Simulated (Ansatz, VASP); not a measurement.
# TiB2 in two plane-wave programs

One calculation is typed for both programs; each brings its own data sets. How far apart do they land? The cell is taken from a series of runs on this material, whose earlier steps may have relaxed, scaled, displaced or heated it; both programs get it as it stands.

Method: plane waves, with VASP 6.6.1 beside it; zone-centre phonons at PBEsol, in Ansatz 0.2.0.

### Step 1. Starting point

The structure is hexagonal, space group P6/mmm (No. 191). The conventional cell has a = 3.108 Å, b = 3.108 Å, c = 3.142 Å, α = 90.00°, β = 90.00°, γ = 120.00°. B has 3 B at 1.79 Å and 6 Ti at 2.39 Å nearest. Ti has 12 B at 2.39 Å nearest. Farther neighbours are not listed.

Structure file:

```
B Ti
1.0
     3.10802    0.00000    0.00000
    -1.55401    2.69162    0.00000
     0.00000    0.00000    3.14232
B Ti
2 1
Direct
  0.33333 0.66667 0.50000
  0.66667 0.33333 0.50000
  0.00000 0.00000 0.00000
```

### Step 2. VASP: zone-centre phonons, PBEsol

Second derivatives magnify differences that forces hide, and they need a tight electronic threshold.

Lines of VASP's logs that name or quote its potential files are left out, and so is its time.

INCAR

```
SYSTEM = TiB2
PREC = Accurate
ENCUT = 500
EDIFF = 1E-08
NELM = 120
ISMEAR = 1
SIGMA = 0.2
LREAL = .FALSE.
ALGO = Normal
GGA = PS
NBANDS = 15
LASPH = .TRUE.
LORBIT = 11
LWAVE = .FALSE.
LCHARG = .FALSE.
ISIF = 2
IBRION = 8
GGA_COMPAT = .FALSE.
KPAR = 2
```

POSCAR

```
TiB2
1.0
    3.1080207609      0.0000000000      0.0000000000
   -1.5540103805      2.6916249344      0.0000000000
    0.0000000000      0.0000000000      3.1423197514
B Ti
2 1
Direct
    0.3333333333      0.6666666667      0.5000000000
    0.6666666667      0.3333333333      0.5000000000
    0.0000000000      0.0000000000      0.0000000000
```

KPOINTS

```
Automatic mesh
0
Gamma
15 15 16
0 0 0
```

Potentials, in the order of the species: B and Ti_sv (PBE family, release 64).

The run is started by

```
> mpirun -np 2 vasp_std
```

Numbers of over 12 decimals in the logs are rounded to 6 here.

The log of the run:

```text
[banner, memory and clock lines left out]
running    2 mpi-ranks, on    1 nodes
 distrk:  each k-point on    1 cores,    2 groups
 distr:  one band on    1 cores,    1 groups

 POSCAR found type information on POSCAR B Ti
 POSCAR found :  2 types and       3 ions
|                                                                             |
|               ----> ADVICE to this user running VASP <----                  |
|                                                                             |
|     You enforced a specific xc type in the INCAR file but a different       |
|     [... a line on the potential file left out ...]
|     I HOPE YOU KNOW WHAT YOU ARE DOING!                                     |
|                                                                             |

 LDA part: xc-table for (Slater+PW92), standard interpolation
 POSCAR, INCAR and KPOINTS ok, starting setup
 FFT: planning ... GRIDC
 FFT: planning ... GRID_SOFT
 FFT: planning ... GRID
 WAVECAR not read
 entering main loop
       N       E                     dE             d eps       ncg     rms          rms(c)
DAV:   1     0.119159467288E+03    0.11916E+03   -0.88420E+03  7297   0.132E+03
DAV:   2    -0.228705927916E+02   -0.14203E+03   -0.13734E+03  7724   0.348E+02
DAV:   3    -0.302410935184E+02   -0.73705E+01   -0.72896E+01 10661   0.773E+01
DAV:   4    -0.304336337559E+02   -0.19254E+00   -0.19243E+00  8840   0.111E+01
DAV:   5    -0.304386509764E+02   -0.50172E-02   -0.50169E-02 10849   0.155E+00    0.167E+01
DAV:   6    -0.257095240351E+02    0.47291E+01   -0.20413E+01 10131   0.507E+01    0.368E+00
DAV:   7    -0.257059709098E+02    0.35531E-02   -0.11476E+00  7922   0.123E+01    0.330E+00
DAV:   8    -0.257079735780E+02   -0.20027E-02   -0.10292E-01 12271   0.281E+00    0.678E-01
DAV:   9    -0.257035415530E+02    0.44320E-02   -0.41556E-02  9239   0.263E+00    0.207E-01
DAV:  10    -0.257031872864E+02    0.35427E-03   -0.31924E-03  8659   0.720E-01    0.785E-02
DAV:  11    -0.257032098422E+02   -0.22556E-04   -0.24597E-04 10093   0.175E-01    0.642E-02
DAV:  12    -0.257031672947E+02    0.42548E-04   -0.13483E-04  8683   0.149E-01    0.171E-02
DAV:  13    -0.257031673218E+02   -0.27179E-07   -0.78953E-06 10599   0.254E-02    0.138E-03
DAV:  14    -0.257031672453E+02    0.76541E-07   -0.39531E-07  9100   0.612E-03    0.489E-04
DAV:  15    -0.257031672675E+02   -0.22251E-07   -0.29512E-08  8949   0.166E-03    0.336E-04
DAV:  16    -0.257031672560E+02    0.11527E-07   -0.18469E-09  4738   0.420E-04    0.599E-05
DAV:  17    -0.257031672662E+02   -0.10196E-07   -0.32494E-10  4114   0.164E-04    0.288E-05
DAV:  18    -0.257031672626E+02    0.36364E-08   -0.89974E-11  3974   0.801E-05
   1 F= -.25703167E+02 E0= -.25703307E+02  d E =0.419987E-03
 Linear response reoptimize wavefunctions to high precision
DAV:   1    -0.257031672638E+02   -0.12026E-08   -0.11070E-11  4282   0.378E-05
DAV:   2    -0.257031672638E+02   -0.16144E-10   -0.21643E-12  3932   0.118E-05
 Linear response DOF=           4
 Linear response progress:
  Degree of freedom:   1/  4
       N       E                     dE             d eps       ncg     rms          rms(c)
RMM:   1    -0.487811434514E-01   -0.48781E-01   -0.23450E-02 70469   0.139E+00
RMM:   2    -0.435756795210E-01    0.52055E-02   -0.29594E-03 59318   0.363E-01    0.152E-01
RMM:   3    -0.434673382032E-01    0.10834E-03   -0.11026E-03 60109   0.184E-01    0.754E-02
RMM:   4    -0.439862900792E-01   -0.51895E-03   -0.72924E-04 59870   0.138E-01    0.906E-03
RMM:   5    -0.439757836942E-01    0.10506E-04   -0.14061E-04 72968   0.530E-02    0.325E-03
RMM:   6    -0.439984177611E-01   -0.22634E-04   -0.30952E-05 75529   0.224E-02    0.138E-03
RMM:   7    -0.439917563729E-01    0.66614E-05   -0.55341E-06 73716   0.934E-03    0.413E-04
RMM:   8    -0.439973490437E-01   -0.55927E-05   -0.12811E-06 75060   0.454E-03    0.260E-04
RMM:   9    -0.439954400947E-01    0.19089E-05   -0.25274E-07 75093   0.221E-03    0.575E-05
RMM:  10    -0.439955375166E-01   -0.97422E-07   -0.26070E-07 76659   0.110E-03    0.180E-05
RMM:  11    -0.439955523880E-01   -0.14871E-07   -0.66117E-08 77384   0.566E-04    0.153E-05
RMM:  12    -0.439955308420E-01    0.21546E-07   -0.14278E-07 76159   0.309E-04    0.826E-06
RMM:  13    -0.439954939040E-01    0.36938E-07   -0.59891E-08 76648   0.165E-04    0.199E-06
RMM:  14    -0.439954929694E-01    0.93465E-09   -0.57010E-08 79037   0.958E-05    0.114E-06
 first order change of Fermi-energy   0.69567E-04
 force on displaced ion       1 direction 1 : -15.714  -0.001   0.000
 Linear response progress:
  Degree of freedom:   2/  4
       N       E                     dE             d eps       ncg     rms          rms(c)
RMM:   1    -0.445083027536E-01   -0.44508E-01    0.78024E-03 23785   0.161E+00
RMM:   2    -0.428343151942E-01    0.16740E-02   -0.22511E-03 21846   0.326E-01    0.117E-01
RMM:   3    -0.428651828178E-01   -0.30868E-04   -0.87920E-04 22389   0.169E-01    0.577E-02
RMM:   4    -0.432934418090E-01   -0.42826E-03   -0.46372E-04 22803   0.117E-01    0.111E-02
RMM:   5    -0.433317187595E-01   -0.38277E-04   -0.11097E-04 26092   0.507E-02    0.328E-03
RMM:   6    -0.433538988978E-01   -0.22180E-04   -0.21356E-05 26795   0.221E-02    0.123E-03
RMM:   7    -0.433449633527E-01    0.89355E-05   -0.51124E-06 26627   0.998E-03    0.478E-04
RMM:   8    -0.433467274164E-01   -0.17641E-05   -0.12327E-06 26807   0.491E-03    0.144E-04
RMM:   9    -0.433464133978E-01    0.31402E-06    0.64437E-07 26960   0.244E-03    0.917E-05
RMM:  10    -0.433462979914E-01    0.11541E-06    0.18909E-06 27133   0.128E-03    0.465E-05
RMM:  11    -0.433467177564E-01   -0.41976E-06    0.10859E-06 26757   0.636E-04    0.157E-05
RMM:  12    -0.433466694893E-01    0.48267E-07    0.79853E-07 28052   0.340E-04    0.695E-06
RMM:  13    -0.433466662295E-01    0.32598E-08    0.50115E-07 27769   0.180E-04    0.558E-06
RMM:  14    -0.433466506638E-01    0.15566E-07    0.37567E-07 26913   0.103E-04    0.354E-06
RMM:  15    -0.433466482988E-01    0.23650E-08    0.22523E-07 27364   0.610E-05    0.564E-06
RMM:  16    -0.433466450672E-01    0.32316E-08    0.17637E-07 26382   0.368E-05    0.109E-06
RMM:  17    -0.433466430418E-01    0.20254E-08    0.10218E-07 27616   0.225E-05    0.247E-07
RMM:  18    -0.433466451041E-01   -0.20624E-08    0.81289E-08 25126   0.154E-05    0.269E-06
 first order change of Fermi-energy  -0.31647E-03
 force on displaced ion       1 direction 3 :  -0.000  -0.000  -9.528
 Linear response progress:
  Degree of freedom:   3/  4
       N       E                     dE             d eps       ncg     rms          rms(c)
RMM:   1    -0.717026367000E+00   -0.71703E+00    0.29740E+00 17491   0.135E+02
RMM:   2    -0.678732420132E+00    0.38294E-01   -0.33727E-01 28893   0.518E+00    0.176E-01
RMM:   3    -0.676853749897E+00    0.18787E-02   -0.21834E-02 34066   0.123E+00    0.777E-02
RMM:   4    -0.676659025695E+00    0.19472E-03   -0.13431E-02 39051   0.572E-01    0.212E-02
RMM:   5    -0.677517558297E+00   -0.85853E-03   -0.11820E-03 39573   0.191E-01    0.115E-02
RMM:   6    -0.677872571776E+00   -0.35501E-03   -0.30683E-04 40462   0.848E-02    0.436E-03
RMM:   7    -0.678033837859E+00   -0.16127E-03   -0.66656E-05 40602   0.379E-02    0.121E-03
RMM:   8    -0.678081712742E+00   -0.47875E-04   -0.19341E-05 41726   0.171E-02    0.234E-04
RMM:   9    -0.678089236351E+00   -0.75236E-05   -0.16582E-05 42564   0.868E-03    0.134E-04
RMM:  10    -0.678091757091E+00   -0.25207E-05   -0.40171E-07 42919   0.459E-03    0.138E-04
RMM:  11    -0.678103635106E+00   -0.11878E-04    0.12171E-06 39152   0.295E-03    0.158E-04
RMM:  12    -0.678098427930E+00    0.52072E-05    0.13418E-06 40987   0.192E-03    0.269E-05
RMM:  13    -0.678098983073E+00   -0.55514E-06    0.17078E-06 42671   0.133E-03    0.279E-05
RMM:  14    -0.678098391402E+00    0.59167E-06    0.92191E-07 42175   0.991E-04    0.591E-05
RMM:  15    -0.678098320591E+00    0.70811E-07    0.68575E-08 42309   0.787E-04    0.655E-05
RMM:  16    -0.678098096656E+00    0.22393E-06   -0.40993E-07 40189   0.657E-04    0.837E-05
RMM:  17    -0.678099531939E+00   -0.14353E-05   -0.13501E-07 35830   0.586E-04    0.397E-05
RMM:  18    -0.678099669014E+00   -0.13707E-06   -0.65743E-07 41364   0.480E-04    0.379E-05
RMM:  19    -0.678100163473E+00   -0.49446E-06   -0.40265E-07 36293   0.428E-04    0.244E-05
RMM:  20    -0.678100425122E+00   -0.26165E-06   -0.62761E-07 38158   0.375E-04    0.185E-05
RMM:  21    -0.678100528574E+00   -0.10345E-06   -0.44383E-07 40543   0.329E-04    0.178E-05
RMM:  22    -0.678100488141E+00    0.40433E-07   -0.51204E-07 40450   0.292E-04    0.190E-05
RMM:  23    -0.678100491590E+00   -0.34488E-08   -0.38699E-07 35813   0.265E-04    0.174E-05
 first order change of Fermi-energy   0.43439E-03
 force on displaced ion       3 direction 1 : -13.836  -0.000   0.000
 Linear response progress:
  Degree of freedom:   4/  4
       N       E                     dE             d eps       ncg     rms          rms(c)
RMM:   1    -0.776923877916E+00   -0.77692E+00   -0.89291E-01  7523   0.133E+02
RMM:   2    -0.728987744613E+00    0.47936E-01   -0.31665E-01 11966   0.480E+00    0.193E-01
RMM:   3    -0.727853333555E+00    0.11344E-02   -0.22997E-02 13935   0.117E+00    0.870E-02
RMM:   4    -0.728138229620E+00   -0.28490E-03   -0.16966E-02 15398   0.582E-01    0.271E-02
RMM:   5    -0.729189909142E+00   -0.10517E-02   -0.15007E-03 16117   0.192E-01    0.183E-02
RMM:   6    -0.730018447427E+00   -0.82854E-03   -0.29237E-04 15030   0.878E-02    0.217E-03
RMM:   7    -0.729915731414E+00    0.10272E-03   -0.73504E-05 16660   0.363E-02    0.261E-03
RMM:   8    -0.730010226769E+00   -0.94495E-04   -0.24402E-05 15941   0.181E-02    0.534E-04
RMM:   9    -0.730025624071E+00   -0.15397E-04   -0.98716E-06 17386   0.916E-03    0.233E-04
RMM:  10    -0.730016277877E+00    0.93462E-05   -0.45443E-06 17005   0.519E-03    0.209E-04
RMM:  11    -0.730023990442E+00   -0.77126E-05   -0.16919E-06 16485   0.330E-03    0.432E-05
RMM:  12    -0.730025942117E+00   -0.19517E-05   -0.90095E-07 17135   0.231E-03    0.219E-05
RMM:  13    -0.730026773148E+00   -0.83103E-06   -0.48326E-07 17434   0.173E-03    0.195E-05
RMM:  14    -0.730026733852E+00    0.39296E-07   -0.28451E-07 17404   0.136E-03    0.360E-05
RMM:  15    -0.730027240520E+00   -0.50667E-06    0.32221E-07 16055   0.112E-03    0.303E-05
RMM:  16    -0.730026583273E+00    0.65725E-06    0.12012E-07 16340   0.941E-04    0.447E-05
RMM:  17    -0.730026883181E+00   -0.29991E-06    0.36725E-07 15958   0.802E-04    0.408E-05
RMM:  18    -0.730026885977E+00   -0.27967E-08    0.29902E-07 16698   0.688E-04    0.481E-05
RMM:  19    -0.730027289004E+00   -0.40303E-06    0.61956E-07 14896   0.614E-04    0.399E-05
RMM:  20    -0.730027396941E+00   -0.10794E-06    0.44458E-07 16529   0.529E-04    0.402E-05
 first order change of Fermi-energy   0.25841E-02
 force on displaced ion       3 direction 3 :  -0.000  -0.000 -14.036
 Linear response finished
```

OUTCAR, selected parts (step 2):

```text
ion  position               nearest neighbor table
   1  0.333  0.667  0.500-   2 1.79   2 1.79   2 1.79   3 2.39   3 2.39   3 2.39   3 2.39   3 2.39
                             3 2.39
   2  0.667  0.333  0.500-   1 1.79   1 1.79   1 1.79   3 2.39   3 2.39   3 2.39   3 2.39   3 2.39
                             3 2.39
   3  0.000  0.000  0.000-   1 2.39   2 2.39   1 2.39   2 2.39   2 2.39   2 2.39   1 2.39   1 2.39
                             2 2.39   2 2.39   1 2.39   1 2.39

  LATTYP: Found a hexagonal cell.
 ALAT       =     3.1080207609
 C/A-ratio  =     1.0110356375

 Subroutine GETGRP returns: Found 24 space group operations
 (whereof 24 operations were pure point group operations)

The static configuration has the point symmetry D_6h.

 Found    243 irreducible k-points:

   k-points           NKPTS =    243   k-points in BZ     NKDIM =    243   number of bands    NBANDS=     15

   dimension x,y,z NGX =    24 NGY =   24 NGZ =   24
   dimension x,y,z NGXF=    48 NGYF=   48 NGZF=   48

   ENCUT  =  500.0 eV  36.75 Ry    6.06 a.u.   5.67  5.67  5.73*2*pi/ulx,y,z

   NELECT =      18.0000    total number of electrons

 k-points in reciprocal lattice and weights: Automatic mesh
   0.00000000  0.00000000  0.00000000       0.000
   0.06666667 -0.00000000  0.00000000       0.002
   0.13333333 -0.00000000  0.00000000       0.002
   0.20000000 -0.00000000  0.00000000       0.002
   0.26666667 -0.00000000  0.00000000       0.002
   0.33333333 -0.00000000  0.00000000       0.002
   0.40000000  0.00000000  0.00000000       0.002
   0.46666667 -0.00000000  0.00000000       0.002
   0.06666667  0.06666667  0.00000000       0.002
[...]
0.33333333  0.26666667  0.50000000       0.003
   0.33333333  0.33333333  0.50000000       0.001

 average (electrostatic) potential at core
       1 -22.8499       2 -22.8499       3 -70.9926

  Total       -3.0141403     -3.0141403      0.0440362      0.0000000      0.0000000      0.0000000
  in kB     -183.7067929   -183.7067929      2.6839337      0.0000000      0.0000000      0.0000000
  external PRESSURE =    -121.5765507 kB  Pullay stress =       0.0000000 kB

  energy-cutoff  :      500.00
  volume of cell :       26.29
      direct lattice vectors                 reciprocal lattice vectors
     3.108020761  0.000000000  0.000000000     0.321748173  0.185761394  0.000000000
    -1.554010381  2.691624934  0.000000000     0.000000000  0.371522788  0.000000000
     0.000000000  0.000000000  3.142319751     0.000000000  0.000000000  0.318236233

 POSITION                                       TOTAL-FORCE (eV/Angst)
 -----------------------------------------------------------------------------------
     -0.00000      1.79442      1.57116         0.000000      0.000000      0.000000
      1.55401      0.89721      1.57116        -0.000000      0.000000      0.000000
      0.00000      0.00000      0.00000        -0.000000      0.000000      0.000000
 -----------------------------------------------------------------------------------
    total drift:                               -0.000000      0.000000      0.000000

 Eigenvectors and eigenvalues of the dynamical matrix
 ----------------------------------------------------

   1 f  =   23.545525 THz   147.940896 2PiTHz  785.394173 cm-1    97.376423 meV
             X         Y         Z           dx          dy          dz
     -0.000000  1.794417  1.571160    -0.612303    0.353673    0.000000
      1.554010  0.897208  1.571160     0.612303   -0.353673   -0.000000
      0.000000  0.000000  0.000000     0.000000   -0.000000   -0.000000

   2 f  =   23.545525 THz   147.940896 2PiTHz  785.394173 cm-1    97.376423 meV
             X         Y         Z           dx          dy          dz
     -0.000000  1.794417  1.571160     0.353673    0.612303    0.000000
      1.554010  0.897208  1.571160    -0.353673   -0.612303   -0.000000
      0.000000  0.000000  0.000000     0.000000    0.000000   -0.000000

   3 f  =   16.500695 THz   103.676924 2PiTHz  550.403938 cm-1    68.241360 meV
             X         Y         Z           dx          dy          dz
     -0.000000  1.794417  1.571160     0.000000    0.000000   -0.707107
      1.554010  0.897208  1.571160     0.000000   -0.000000    0.707107
      0.000000  0.000000  0.000000    -0.000000   -0.000000    0.000000

   4 f  =   15.171371 THz    95.324537 2PiTHz  506.062473 cm-1    62.743722 meV
             X         Y         Z           dx          dy          dz
     -0.000000  1.794417  1.571160    -0.000000    0.000000    0.586828
      1.554010  0.897208  1.571160    -0.000000    0.000000    0.586828
      0.000000  0.000000  0.000000     0.000000   -0.000000   -0.557912

   5 f  =   15.057567 THz    94.609482 2PiTHz  502.266365 cm-1    62.273065 meV
             X         Y         Z           dx          dy          dz
     -0.000000  1.794417  1.571160    -0.508065    0.293465   -0.000000
      1.554010  0.897208  1.571160    -0.508065    0.293465    0.000000
      0.000000  0.000000  0.000000     0.483291   -0.279155    0.000000

   6 f  =   15.057567 THz    94.609482 2PiTHz  502.266365 cm-1    62.273065 meV
             X         Y         Z           dx          dy          dz
     -0.000000  1.794417  1.571160    -0.293465   -0.508065    0.000000
      1.554010  0.897208  1.571160    -0.293465   -0.508065    0.000000
      0.000000  0.000000  0.000000     0.279155    0.483291   -0.000000

   7 f/i=    0.002732 THz     0.017167 2PiTHz    0.091135 cm-1     0.011299 meV
             X         Y         Z           dx          dy          dz
     -0.000000  1.794417  1.571160     0.000000   -0.000000    0.394503
      1.554010  0.897208  1.571160     0.000000   -0.000000    0.394503
      0.000000  0.000000  0.000000     0.000000   -0.000000    0.829900

   8 f/i=    0.006480 THz     0.040712 2PiTHz    0.216134 cm-1     0.026797 meV
             X         Y         Z           dx          dy          dz
     -0.000000  1.794417  1.571160    -0.296821    0.260088    0.000000
      1.554010  0.897208  1.571160    -0.296821    0.260088    0.000000
      0.000000  0.000000  0.000000    -0.624073    0.546841    0.000000

   9 f/i=    0.006480 THz     0.040712 2PiTHz    0.216134 cm-1     0.026797 meV
             X         Y         Z           dx          dy          dz
     -0.000000  1.794417  1.571160    -0.260088   -0.296821   -0.000000
      1.554010  0.897208  1.571160    -0.260088   -0.296821   -0.000000
      0.000000  0.000000  0.000000    -0.546841   -0.624073   -0.000000

 ELASTIC MODULI CONTR FROM IONIC RELAXATION (kBar)
 Direction    XX          YY          ZZ          XY          YZ          ZX
 --------------------------------------------------------------------------------
 XX          -4.2218      4.2218     -0.0000      0.0000      0.0000     -0.0000
 YY           4.2218     -4.2218     -0.0000      0.0000      0.0000      0.0000
 ZZ          -0.0000     -0.0000     -0.0000      0.0000      0.0000     -0.0000
 XY           0.0000      0.0000      0.0000     -4.2218      0.0000      0.0000
 YZ           0.0000      0.0000      0.0000      0.0000      0.0000      0.0000
 ZX          -0.0000      0.0000     -0.0000      0.0000      0.0000     -0.0000
 --------------------------------------------------------------------------------
```

[end of part 1 of 2]

[Lines on the potential files, build, host, timing and source positions are cut from VASP's logs without a mark.]

[Logs are printed without paths, hosts, clocks, repeated set-up lines and the standing remarks that a program may print on its own settings, such as how far it seeks lower states.]

[Hosts, paths, dates, database ids (printed as entryN), source tags and the programs' standing remarks are cut or masked in the printed files.]
